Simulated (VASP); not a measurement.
Runs of VASP 6.6.1 on Cd. Symmetry: P6_3/mmc, No. 194, hexagonal system. The conventional cell has a = 2.979 Å, b = 2.979 Å, c = 5.618 Å, α = 90.00°, β = 90.00°, γ = 120.00°. Cd (site symmetry -6m2) is surrounded by 12 Cd at 2.98 to 3.29 Å. 

```csv
level,potentials or basis,gap on the mesh (eV),pressure (GPa),relaxed volume (Å³/atom)
RPBE,"VASP PAW PBE potentials, release 64 (Cd)",none,0.0,(a)
PBE+D3(BJ),"VASP PAW PBE potentials, release 64 (Cd)",none,0.0,21.45
LDA,"VASP PAW LDA potentials, release 64 (Cd)",none,0.0,20.28
PBEsol,"VASP PAW PBE potentials, release 64 (Cd)",none,0.0,21.19
PBE,"VASP PAW PBE potentials, release 64 (Cd)",none,0.0,23.04
r2SCAN,"VASP PAW PBE potentials, release 64 (Cd)",none,-0.1,(b)
```

Alike in all rows: task relaxation of cell and atoms; no spin polarisation; cell relaxed; k mesh 15 × 15 × 7; cutoff (eV) 600; smearing methfessel-paxton 0.1 eV.

Problem. Fill in the values left out.

Solution. (a) 24.34; (b) 22.12.

Caveats: the PAW data sets were made with another functional, which shifts forces and pressure a little (some runs); the volume moved by +13 % from the deposited cell, more than functionals usually miss (some runs); pairwise dispersion overbinds metals, which lowers pressure and volume (some runs).

A k mesh can miss the band edges, and the runs leave out spin-orbit coupling on Cd.

A gap of «none» marks a metal or a gap under the smearing width.

Not every run made on this cell is shown here.
